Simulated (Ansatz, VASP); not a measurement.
# GePt: VASP beside Ansatz, part 2 of 2

Wanted: the spread between two codes on one cell, functional and k mesh. The cell is generated by rule, not measured, and may not be a known phase. The cell is taken from a series of runs on this material, whose earlier steps may have relaxed, scaled, displaced or heated it; both programs get it as it stands.

VASP 6.6.1 and Ansatz 0.2.0.

So far. Step 3 (VASP: single point, r2SCAN, pair 1): The run ends at a pressure of 10.46 GPa, with forces up to 0.56 eV/Å. Step 5 (Ansatz: single point, r2SCAN, pair 2): The run ends at a pressure of -0.04 GPa, with forces up to 0.050 eV/Å.

## 6. VASP: single point, r2SCAN, pair 2

Level of this step: r2SCAN; plane waves and PAW (Pt, Ge_d); invented cell (VASP).

The same cell, functional, mesh and smearing now go to VASP, with its own data sets.

Contents of INCAR:

```
SYSTEM = GePt
PREC = Accurate
ENCUT = 550
EDIFF = 1E-06
NELM = 120
ISMEAR = 1
SIGMA = 0.2
LREAL = .FALSE.
ALGO = Normal
METAGGA = R2SCAN
LASPH = .TRUE.
NBANDS = 30
LORBIT = 11
LWAVE = .FALSE.
LCHARG = .FALSE.
ISIF = 2
GGA_COMPAT = .FALSE.
LMIXTAU = .TRUE.
KPAR = 2
```

Contents of POSCAR:

```
GePt
1.0
   -3.1569466852      0.0000000000      0.0000000000
    0.0000000000     -3.1569466852     -3.1569466852
    0.0000000000     -3.1569466852      3.1569466852
Pt Ge
2 2
Direct
    0.0000000000      0.5063352353      0.4936647647
    0.0000000000      0.9936647647      0.0063352353
    0.5000000000      0.0036367380      0.5036367380
    0.5000000000      0.4963632620      0.9963632620
```

Contents of KPOINTS:

```
Automatic mesh
0
Gamma
14 10 10
0 0 0
```

PAW data sets: Pt and Ge_d (PBE family, release 64).

Run with:

```sh
$ mpirun -np 2 vasp_std
```

Numbers of over 12 decimals in the logs are rounded to 6 here.

What it wrote:

```text
[banner, memory and clock lines left out]
running    2 mpi-ranks, on    1 nodes
[...]
[... a notice as in an earlier step ...]

 LDA part: xc-table for (None), standard interpolation
 POSCAR, INCAR and KPOINTS ok, starting setup
[...]
entering main loop
       N       E                     dE             d eps       ncg     rms          rms(c)
DAV:   1     0.360014857029E+03    0.36001E+03   -0.24371E+04 19080   0.432E+03
DAV:   2    -0.690948947587E+02   -0.42911E+03   -0.40849E+03 14944   0.935E+02
DAV:   3    -0.137079131140E+03   -0.67984E+02   -0.64947E+02 16460   0.193E+02
DAV:   4    -0.140261501657E+03   -0.31824E+01   -0.31384E+01 17378   0.462E+01
[...]
DAV:  14    -0.130866028062E+03   -0.94389E-04   -0.90790E-05 16188   0.665E-02    0.117E-02
DAV:  15    -0.130866024609E+03    0.34538E-05   -0.81890E-06 14216   0.197E-02    0.528E-03
DAV:  16    -0.130866023921E+03    0.68705E-06   -0.31613E-06 13898   0.117E-02
   1 F= -.13086602E+03 E0= -.13086587E+03  d E =-.447627E-03
```

OUTCAR, selected parts (step 6):

```text
  Total       -0.0971110     -0.0090198      0.1686822      0.0000000      0.0000000      0.0000000
  in kB       -2.4725635     -0.2296555      4.2948521      0.0000000      0.0000000      0.0000000
  external PRESSURE =       0.5308777 kB  Pullay stress =       0.0000000 kB

 POSITION                                       TOTAL-FORCE (eV/Angst)
 -----------------------------------------------------------------------------------
      0.00000     -3.15695     -0.04000         0.000000     -0.000000     -0.048258
      0.00000     -3.15695     -3.11695         0.000000     -0.000000      0.048258
     -1.57847     -1.60144      1.57847         0.000000     -0.010463      0.000000
     -1.57847     -4.71246      1.57847         0.000000      0.010463      0.000000
 -----------------------------------------------------------------------------------
    total drift:                               -0.000000      0.000000     -0.000000

  FREE ENERGIE OF THE ION-ELECTRON SYSTEM (eV)
  ---------------------------------------------------
  free  energy   TOTEN  =      -130.8660239215 eV

  energy  without entropy=     -130.8655762948  energy(sigma->0) =     -130.86587471

[... 1 part as in an earlier step ...]

[... 2 further parts left out ...]
[key lines of the parts left out:]
E-fermi :   9.8232
```

The run ends at a pressure of 0.05 GPa, with forces up to 0.048 eV/Å.

## 7. Side by side

What differs besides the data sets and the points named for the pairs above, as far as they apply: the data sets hold 64 valence electrons in Ansatz (on its default PAW (the set named soft_2) files) and 48 in VASP. Total energies have different zeros and are not compared.

Both answers:

```
      quantity  Ansatz  VASP  difference
pressure (GPa)   -0.04  0.05       -0.09
```

Forces (eV/Å; atoms numbered as in POSCAR):

```
atom        Ansatz x, y, z          VASP x, y, z
 Pt1  0.000, 0.000, -0.050  0.000, 0.000, -0.048
 Pt2   0.000, 0.000, 0.050   0.000, 0.000, 0.048
 Ge3  0.000, -0.009, 0.000  0.000, -0.010, 0.000
 Ge4   0.000, 0.009, 0.000   0.000, 0.010, 0.000
```

The forces differ by 0.9 meV/Å r.m.s., which is 4.7 % of the r.m.s. force of 0.020 eV/Å (both taken over all components).

## 8. VASP: single point, r2SCAN, pair 3

With cell and atoms fixed, the geometry can't cause a difference; cores, projectors, grids and the points listed under the comparison can.

INCAR is that of step 6.

Contents of POSCAR:

```
GePt
1.0
   -3.1569466852      0.0000000000      0.0000000000
    0.0000000000     -3.1569466852     -3.1569466852
    0.0000000000     -3.1569466852      3.1569466852
Pt Ge
2 2
Direct
    0.0000000000      0.5126704705      0.4873295295
    0.0000000000      0.9873295295      0.0126704705
    0.5000000000      0.0072734760      0.5072734760
    0.5000000000      0.4927265240      0.9927265240
```

KPOINTS is that of step 6.

Run with:

```sh
$ mpirun -np 2 vasp_std
```

What it wrote:

```text
[... set-up lines as in an earlier step ...]
 entering main loop
       N       E                     dE             d eps       ncg     rms          rms(c)
DAV:   1     0.360252772304E+03    0.36025E+03   -0.24369E+04 19146   0.433E+03
DAV:   2    -0.689749807493E+02   -0.42923E+03   -0.40846E+03 14976   0.938E+02
DAV:   3    -0.137109984092E+03   -0.68135E+02   -0.65049E+02 16520   0.193E+02
DAV:   4    -0.140266154695E+03   -0.31562E+01   -0.31091E+01 17208   0.461E+01
[...]
DAV:  16    -0.130871183805E+03    0.17142E-05   -0.58801E-06 14036   0.155E-02    0.225E-03
DAV:  17    -0.130871186778E+03   -0.29726E-05   -0.22978E-06 12896   0.912E-03    0.763E-04
DAV:  18    -0.130871186806E+03   -0.27621E-07   -0.99169E-08  7656   0.268E-03
   1 F= -.13087119E+03 E0= -.13087057E+03  d E =-.185899E-02
```

OUTCAR, selected parts (step 8):

```text
  Total       -0.1167869     -0.0611916      0.4843461      0.0000000      0.0000000      0.0000000
  in kB       -2.9735352     -1.5580127     12.3320313      0.0000000      0.0000000      0.0000000
  external PRESSURE =       2.6001611 kB  Pullay stress =       0.0000000 kB

 POSITION                                       TOTAL-FORCE (eV/Angst)
 -----------------------------------------------------------------------------------
      0.00000     -3.15695     -0.08000         0.000000      0.000000     -0.051906
      0.00000     -3.15695     -3.07695         0.000000      0.000000      0.051906
     -1.57847     -1.62440      1.57847         0.000000     -0.021653     -0.000000
     -1.57847     -4.68950      1.57847         0.000000      0.021653     -0.000000
 -----------------------------------------------------------------------------------
    total drift:                               -0.000000     -0.000000     -0.000000

  FREE ENERGIE OF THE ION-ELECTRON SYSTEM (eV)
  ---------------------------------------------------
  free  energy   TOTEN  =      -130.8711868056 eV

  energy  without entropy=     -130.8693278124  energy(sigma->0) =     -130.87056714

[... 2 parts as in an earlier step ...]

[... 1 further part left out ...]
[key lines of the parts left out:]
E-fermi :   9.8123
```

The run ends at a pressure of 0.26 GPa, with forces up to 0.052 eV/Å.

## 9. Ansatz: single point, r2SCAN, pair 3

The same cell, functional, mesh and smearing now go to Ansatz, which takes its cutoff from its data sets.

The cell is taken from a series of runs on this material, whose earlier steps may have relaxed, scaled, displaced or heated it; both programs get it as it stands.

Contents of input.yaml:

```yaml
crystal:
  lattice:
    - [-3.1569466852, 0.0, 0.0]
    - [0.0, -3.1569466852, -3.1569466852]
    - [0.0, -3.1569466852, 3.1569466852]
  atoms:
    - { symbol: Pt, position: [0.0, 0.5126704705, 0.4873295295] }
    - { symbol: Pt, position: [0.0, -0.0126704705, 0.0126704705] }
    - { symbol: Ge, position: [0.5, 0.007273476, 0.507273476] }
    - { symbol: Ge, position: [0.5, 0.492726524, -0.007273476] }
kpoints:
  mp_grid: { grid: [14, 10, 10] }
hamiltonian:
  xc: r2scan
scf:
  occupations: { method: methfessel_paxton, width: 0.2 }
output:
  forces: true
  stress: true
  eigenvalues: true
```

Run with:

```sh
$ ansatz run input.yaml --threads 4 --pin off --max-ram 7168MiB --backend cpu --events-out ev --progress --plain --runs-dir out
```

What it wrote:

```text
[...]
Crystal: 4 atoms, lattice volume = 62.926 Å³
Basis set: ecut = 500 eV, 1583 PW (Γ), exchange–correlation on 96×144×144 points (64 copies of the dense FFT grid, shifted against one another)
Bands: 39, of which v1, the nominal top of the filled ones, is band 32 counted from 1 (31 counted from 0)
Symmetry: 8 space group operations
[...]
k-points: 248 of 1400
[...]
k-point 0: bands = [... 28 lower, 15.7559, 15.7964, 16.6860, 18.2817, 19.2187, 20.0659, 20.0935, 20.3539, ... 3 higher]
  k-point 1: bands = [... 28 lower, 15.6573, 15.7154, 16.7514, 18.4214, 19.4350, 19.8172, 20.2224, 20.2816, ... 3 higher]
  k-point 2: bands = [... 28 lower, 15.3949, 15.6463, 16.9385, 18.4771, 19.2355, 19.6836, 20.7314, 20.8579, ... 3 higher]
  k-point 247: bands = [... 28 lower, 14.8394, 14.9383, 16.7795, 16.7967, 18.2679, 18.3226, 19.3429, 19.3568, ... 3 higher]
[key lines of the parts left out:]
SCF converged after 7 iterations
Free energy (F): -33679.477905 eV
Fermi energy:    18.215485 eV
P = ⅓ Tr σ = 0.1905 GPa (1.905 kbar)
```

The run ends at a pressure of 0.19 GPa, with forces up to 0.057 eV/Å.

## 10. Differences

What differs besides the data sets and the points named for the pairs above, as far as they apply: the data sets hold 64 valence electrons in Ansatz (on its default PAW (the set named soft_2) files) and 48 in VASP. Total energies have different zeros and are not compared.

Both answers:

```
      quantity  Ansatz  VASP  difference
pressure (GPa)    0.19  0.26       -0.07
```

Forces (eV/Å; atoms numbered as in POSCAR):

```
atom        Ansatz x, y, z          VASP x, y, z
 Pt1  0.000, 0.000, -0.057  0.000, 0.000, -0.052
 Pt2   0.000, 0.000, 0.057   0.000, 0.000, 0.052
 Ge3  0.000, -0.017, 0.000  0.000, -0.022, 0.000
 Ge4   0.000, 0.017, 0.000   0.000, 0.022, 0.000
```

The forces differ by 2.8 meV/Å r.m.s., which is 12.1 % of the r.m.s. force of 0.023 eV/Å (both taken over all components).

## 11. Results

```yaml
r_m_s_force_difference_single_point_r2scan_pair_1: 3.4 % of the r.m.s. force
difference_in_pressure_single_point_r2scan_pair_2: -0.092 GPa
difference_in_pressure_single_point_r2scan_pair_3: -0.070 GPa
```

What this shows: The r.m.s. force difference is 3.4 % of the r.m.s. force (single point, r2SCAN, pair 1), beyond the 3 % picked in this series as the mark of a large difference. The data sets hold unlike numbers of valence electrons (64 in Ansatz and 48 in VASP), so part of the differences comes from the potentials. Such differences can come from data sets, numerical settings and the points named under the comparisons, not from the functional's error against experiment.

[Lines on the potential files, build, host, timing and source positions are cut from VASP's logs without a mark.]

[Logs are printed without paths, hosts, clocks, repeated set-up lines and the standing remarks that a program may print on its own settings, such as how far it seeks lower states.]

[Hosts, paths, dates, database ids (printed as entryN), source tags and the programs' standing remarks are cut or masked in the printed files.]
